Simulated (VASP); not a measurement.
# NiMoIrPdW (P-3m1) in VASP: settings compared, part 3 of 3

VASP 6.6.1. The steps go on from the part before.

### Step 4. Relaxation of cell and atoms, RPBE, collinear spin, ferromagnetic start

INCAR

```
SYSTEM = NiMoIrPdW
ALGO = Normal ; EDIFF = 1E-7
EDIFFG = -0.01 ; ENCUT = 600
GGA = RP ; IBRION = 2
ISIF = 3 ; ISMEAR = -1
ISPIN = 2 ; KPAR = 4
LASPH = .TRUE. ; LCHARG = .FALSE.
LMAXMIX = 4 ; LORBIT = 11
LREAL = .FALSE. ; LWAVE = .FALSE.
MAGMOM = 1 1 1 1 0 0 0.6 0.6 0 0 ; NELM = 120
NSW = 60 ; PREC = Accurate
SIGMA = 0.05
```

KPOINTS

```
k-points
0
G
  11 11 2
  0 0 0
```

POSCAR

```
NiMoIrPdW
1.0
    2.7708100000      0.0000000000      0.0000000000
   -1.3854000000      2.3995900000      0.0000000000
    0.0000000000      0.0000000000     22.0199100000
Ni Mo Pd Ir W
2 2 2 2 2
Direct
    0.3333300000      0.6666700000      0.8508100000
    0.6666700000      0.3333300000      0.1491900000
    0.6666700000      0.3333300000      0.7605900000
    0.3333300000      0.6666700000      0.2394100000
    0.3333300000      0.6666700000      0.0532900000
    0.6666700000      0.3333300000      0.9467100000
    0.3333300000      0.6666700000      0.6582600000
    0.6666700000      0.3333300000      0.3417400000
    0.3333300000      0.6666700000      0.4441800000
    0.6666700000      0.3333300000      0.5558200000
```

Potentials or basis: VASP PAW PBE potentials, release 64 (Ni, Mo_sv, Pd, Ir, W_sv).

Command:

```
> cat potpaw_PBE.64/Ni/POTCAR potpaw_PBE.64/Mo_sv/POTCAR potpaw_PBE.64/Pd/POTCAR potpaw_PBE.64/Ir/POTCAR potpaw_PBE.64/W_sv/POTCAR > POTCAR
> mpirun -np 4 vasp_std > vasp.out
```

OUTCAR:

```text
SYSTEM = NiMoIrPdW
   EDIFF = 1E-7
   EDIFFG = -0.01
   ENCUT = 600
   GGA = RP
   IBRION = 2
   ISIF = 3
   ISMEAR = -1
   ISPIN = 2
   LASPH = .TRUE.
   LORBIT = 11
   LREAL = .FALSE.
   NELM = 120
   NSW = 60
   PREC = Accurate

 ion  position               nearest neighbor table
   1  0.333  0.667  0.851-   3 2.55   3 2.55   3 2.55   6 2.65   6 2.65   6 2.65
   2  0.667  0.333  0.149-   4 2.55   4 2.55   4 2.55   5 2.65   5 2.65   5 2.65
   3  0.667  0.333  0.761-   1 2.55   1 2.55   1 2.55   7 2.76   7 2.76   7 2.76
   4  0.333  0.667  0.239-   2 2.55   2 2.55   2 2.55   8 2.76   8 2.76   8 2.76
   5  0.333  0.667  0.053-   2 2.65   2 2.65   2 2.65   6 2.84   6 2.84   6 2.84
   6  0.667  0.333  0.947-   1 2.65   1 2.65   1 2.65   5 2.84   5 2.84   5 2.84
   7  0.333  0.667  0.658-   3 2.76   3 2.76   3 2.76  10 2.77  10 2.77  10 2.77
   8  0.667  0.333  0.342-   4 2.76   4 2.76   4 2.76   9 2.77   9 2.77   9 2.77
   9  0.333  0.667  0.444-   8 2.77   8 2.77   8 2.77  10 2.93  10 2.93  10 2.93
  10  0.667  0.333  0.556-   7 2.77   7 2.77   7 2.77   9 2.93   9 2.93   9 2.93

  LATTYP: Found a hexagonal cell.
 ALAT       =     2.7708100000
 C/A-ratio  =     7.9471021109

  Lattice vectors:

 A1 = (   2.7708100000,   0.0000000000,   0.0000000000)
 A2 = (  -1.3854000000,   2.3995900000,   0.0000000000)
 A3 = (   0.0000000000,   0.0000000000,  22.0199100000)

Analysis of symmetry for initial positions (statically):
=====================================================================
[... 3726 lines left out ...]

------------------------ aborting loop because EDIFF is reached ----------------------------------------

  FORCE on cell =-STRESS in cart. coord.  units (eV):
  Direction    XX          YY          ZZ          XY          YZ          ZX
  --------------------------------------------------------------------------------------
  -------------------------------------------------------------------------------------
  Total       -8.4338444     -8.4338146     -8.5889196     -0.0000042      0.0000169     -0.0000294
  in kB      -87.0845489    -87.0842409    -88.6857940     -0.0000430      0.0001748     -0.0003034
  external PRESSURE =     -87.6181946 kB  Pullay stress =       0.0000000 kB
[... 69 lines left out ...]
  FREE ENERGIE OF THE ION-ELECTRON SYSTEM (eV)
  ---------------------------------------------------
  free  energy   TOTEN  =       -81.1824757590 eV

  energy  without entropy=      -81.0917285129  energy(sigma->0) =      -81.13710214

[... ionic steps 4 to 15 ...]

--------------------------------------- Ionic step       16  -------------------------------------------

 number of electron     114.0000021 magnetization      -0.0000000

 number of electron     114.0000021 magnetization       0.0000000
[... 85 lines left out ...]
--------------------------------------- Ionic step       18  -------------------------------------------

 number of electron     114.0000020 magnetization       0.0000000

 Free energy of the ion-electron system (eV)
  ---------------------------------------------------
  ext. energy  EPLUGINS =         0.00000000
  ---------------------------------------------------
  free energy    TOTEN  =       -81.18572706 eV

  energy without entropy =      -81.09424512  energy(sigma->0) =      -81.13998609

 E-fermi :  10.0207     XC(G=0): -13.1316

 val. band max:       10.0043973196   @ k =  -0.0909   0.0909   0.0000
 cond. band min:      10.0330760349   @ k =   0.4545   0.4545   0.0000
 fundamental gap:      0.0286787153
 Fermi energy:        10.0207497967

 spin component 1

 k-point     1 :       0.0000    0.0000    0.0000
  band No.  band energies     occupation
      1     -63.8492      1.00000
      2     -63.8152      1.00000
      3     -50.9882      1.00000
      4     -50.9882      1.00000
      5     -28.3728      1.00000
      6     -27.9371      1.00000
[... 1573 lines left out ...]
     68      13.4772      0.00000
     69      13.8621      0.00000

 k-point
```

It took 2.4 h on 4 MPI ranks of Intel Xeon Platinum 8488C (Sapphire Rapids), shared host; peak memory 1.5 GiB.

What came out:

- Free energy: -81.1857 eV
- Relaxed volume: 14.92 Å³/atom
- Relaxed cell: a = 2.789 Å, b = 2.789 Å, c = 22.139 Å, α = 90.00°, β = 90.00°, γ = 120.00°
- Space group after relaxing (to 0.05 Å): P-3m1 (No. 164)
- Energy gained by relaxing: 4.0 meV/atom
- Ionic steps: 18
- Pressure after relaxing: 0.1 GPa
- Largest force after relaxing: 0.008 eV/Å
- Band gap on the k mesh: none (metal or under the smearing width)
- Net moment: 0.00 μB per cell
- Valence electrons inside the program's atomic spheres: Ni 9.17; Mo 12.46; Pd 9.38; Ir 8.37; W 12.02

Forces in eV/Å, atoms in the order of the input:
```
Ni   0.000  0.000  0.001
Ni   0.000  0.000 -0.001
Mo   0.000  0.000  0.002
Mo   0.000  0.000 -0.002
Pd   0.000  0.000  0.002
Pd   0.000  0.000 -0.002
Ir   0.000  0.000  0.008
Ir   0.000  0.000 -0.008
W    0.000  0.000  0.004
W    0.000  0.000 -0.004
```

The path:
```
step  energy change (eV)  largest force (eV/Å)  pressure (GPa)  volume (Å³)
   1              0.0000                0.1294            4.44       146.41
   2              0.1368                0.1925           -8.76       155.17
   3             -0.0365                0.1264           -0.10       149.10
   4             -0.0365                0.1266           -0.03       149.04
   5             -0.0381                0.0431            0.02       149.04
   6             -0.0381                0.0362            0.05       149.04
   7             -0.0384                0.0358           -0.06       149.13
   8             -0.0388                0.0345           -0.35       149.36
   9             -0.0390                0.0323           -0.32       149.34
  10             -0.0393                0.0312           -0.18       149.26
  11             -0.0395                0.0396            0.08       149.11
  12             -0.0395                0.0385            0.07       149.13
  13             -0.0395                0.0360            0.06       149.14
  14             -0.0397                0.0284            0.02       149.17
  15             -0.0397                0.0242           -0.03       149.24
  16             -0.0397                0.0177           -0.03       149.22
  17             -0.0398                0.0122           -0.02       149.20
  18             -0.0398                0.0080            0.09       149.16
```

Final structure:
```xyz
10
Lattice="2.7892 0.0000 0.0000 -1.3946 2.4155 0.0000 0.0000 0.0000 22.1394" Properties=species:S:1:pos:R:3 pbc="T T T"
Ni    0.0000    1.6103   18.8210
Ni    1.3946    0.8052    3.3183
Mo    1.3946    0.8052   16.8139
Mo    0.0000    1.6103    5.3255
Pd    0.0000    1.6103    1.1854
Pd    1.3946    0.8052   20.9540
Ir    0.0000    1.6103   14.5584
Ir    1.3946    0.8052    7.5810
W     0.0000    1.6103    9.8344
W     1.3946    0.8052   12.3050
```

Caveat: the PAW data sets were made with another functional, which shifts forces and pressure a little.

### Step 5. Relaxation of cell and atoms, revPBE, collinear spin, ferromagnetic start

Changes to INCAR since step 4:

```diff
@@ -3,3 +3,3 @@
 EDIFFG = -0.01 ; ENCUT = 600
-GGA = RP ; IBRION = 2
+GGA = RE ; IBRION = 2
 ISIF = 3 ; ISMEAR = -1
```

KPOINTS is that of step 4.

POSCAR is that of step 4.

Command:

```
> cat potpaw_PBE.64/Ni/POTCAR potpaw_PBE.64/Mo_sv/POTCAR potpaw_PBE.64/Pd/POTCAR potpaw_PBE.64/Ir/POTCAR potpaw_PBE.64/W_sv/POTCAR > POTCAR
> mpirun -np 4 vasp_std > vasp.out
```

Wall time 1.8 h (4 MPI ranks of Intel Xeon Platinum 8488C (Sapphire Rapids), shared host); peak memory 1.5 GiB.

The run converged. Its results:

| Item | Value |
| --- | --- |
| Free energy | -82.3628 eV |
| Relaxed volume | 14.84 Å³/atom |
| Relaxed cell | a = 2.786 Å, b = 2.786 Å, c = 22.090 Å, α = 90.00°, β = 90.00°, γ = 120.00° |
| Space group after relaxing (to 0.05 Å) | P-3m1 (No. 164) |
| Energy gained by relaxing | 2.2 meV/atom |
| Ionic steps | 17 |
| Pressure after relaxing | 0.0 GPa |
| Largest force after relaxing | 0.007 eV/Å |
| Band gap on the k mesh | none (metal or under the smearing width) |
| Net moment | 0.00 μB per cell |
| Valence electrons inside the program's atomic spheres | Ni 9.18; Mo 12.47; Pd 9.39; Ir 8.38; W 12.03 |

Forces in eV/Å, atoms in the order of the input:
```
Ni   0.000  0.000 -0.001
Ni   0.000  0.000  0.001
Mo   0.000  0.000 -0.007
Mo   0.000  0.000  0.007
Pd   0.000  0.000  0.006
Pd   0.000  0.000 -0.006
Ir   0.000  0.000  0.003
Ir   0.000  0.000 -0.003
W    0.000  0.000 -0.007
W    0.000  0.000  0.007
```

Step by step:
| step | energy change (eV) | largest force (eV/Å) | pressure (GPa) | volume (Å³) |
| --- | --- | --- | --- | --- |
| 1 | 0.0000 | 0.1164 | 3.30 | 146.41 |
| 2 | 0.0790 | 0.1435 | -6.85 | 152.89 |
| 3 | -0.0203 | 0.1066 | -0.11 | 148.39 |
| 4 | -0.0203 | 0.1069 | -0.05 | 148.35 |
| 5 | -0.0215 | 0.0279 | 0.04 | 148.33 |
| 6 | -0.0215 | 0.0257 | 0.05 | 148.33 |
| 7 | -0.0216 | 0.0228 | -0.07 | 148.42 |
| 8 | -0.0217 | 0.0259 | -0.22 | 148.52 |
| 9 | -0.0217 | 0.0253 | -0.22 | 148.51 |
| 10 | -0.0219 | 0.0233 | -0.17 | 148.49 |
| 11 | -0.0220 | 0.0218 | -0.03 | 148.43 |
| 12 | -0.0221 | 0.0257 | 0.01 | 148.41 |
| 13 | -0.0221 | 0.0235 | 0.02 | 148.41 |
| 14 | -0.0222 | 0.0168 | 0.04 | 148.41 |
| 15 | -0.0222 | 0.0198 | 0.06 | 148.41 |
| 16 | -0.0222 | 0.0108 | 0.03 | 148.41 |
| 17 | -0.0222 | 0.0070 | 0.00 | 148.44 |

Final structure:
```yaml
crystal:
  lattice:
    - [2.78556, -0.00001, 0.00000]
    - [-1.39278, 2.41236, 0.00000]
    - [0.00000, 0.00000, 22.09014]
  atoms:
    - { symbol: Ni, position: [0.33333, 0.66667, 0.85048] }
    - { symbol: Ni, position: [0.66667, 0.33333, 0.14952] }
    - { symbol: Mo, position: [0.66667, 0.33333, 0.75986] }
    - { symbol: Mo, position: [0.33333, 0.66667, 0.24014] }
    - { symbol: Pd, position: [0.33333, 0.66667, 0.05340] }
    - { symbol: Pd, position: [0.66667, 0.33333, 0.94660] }
    - { symbol: Ir, position: [0.33333, 0.66666, 0.65784] }
    - { symbol: Ir, position: [0.66667, 0.33334, 0.34216] }
    - { symbol: W, position: [0.33333, 0.66667, 0.44414] }
    - { symbol: W, position: [0.66667, 0.33333, 0.55586] }
```

Levels at points of the mesh, in eV from the Fermi level:
Spin up:
```csv
k point,band 54,band 55,band 56,band 57,band 58,band 59,band 60,band 61
"(0.00, 0.00, 0.00)",-0.85,-0.85,-0.53,-0.52,-0.52,-0.19,-0.19,-0.13
"(0.00, 0.00, 0.50)",-0.95,-0.89,-0.89,-0.48,-0.48,-0.25,-0.25,-0.10
```
Spin down:
| k point | band 53 | band 54 | band 55 | band 56 | band 57 | band 58 | band 59 | band 60 | band 61 | band 62 |
| --- | --- | --- | --- | --- | --- | --- | --- | --- | --- | --- |
| (0.00, 0.00, 0.00) | -1.33 | -0.85 | -0.85 | -0.53 | -0.52 | -0.52 | -0.19 | -0.19 | -0.13 | -0.13 |
| (0.00, 0.00, 0.50) | -1.21 | -0.95 | -0.89 | -0.89 | -0.48 | -0.48 | -0.25 | -0.25 | -0.10 | -0.10 |

Caveat: the PAW data sets were made with another functional, which shifts forces and pressure a little. The run has no spin-orbit coupling, so splittings on Ir, W are missing.

### Step 6. The runs side by side

| level | gap on the mesh (eV) | pressure (GPa) | moment (μB) | relaxed volume (Å³/atom) | largest force (eV/Å) |
| --- | --- | --- | --- | --- | --- |
| optB88-vdW | none | 0.1 | 0.00 | 14.66 | - |
| vdW-DF-cx | none | 0.0 | 0.00 | 14.22 | - |
| RPBE | none | 0.1 | 0.00 | 14.92 | 0.01 |
| revPBE | none | 0.0 | 0.00 | 14.84 | 0.01 |

Alike in all rows: task relaxation of cell and atoms; potentials or basis VASP PAW PBE potentials, release 64 (Ni, Mo_sv, Pd, Ir, W_sv); spin collinear, ferromagnetic start; cell relaxed; k mesh 11 × 11 × 2; cutoff (eV) 600; smearing fermi-dirac 0.05 eV.

Caveats: the PAW data sets were made with another functional, which shifts forces and pressure a little.

Total energies depend on the potentials used, so only differences within one code and one set of settings carry meaning.
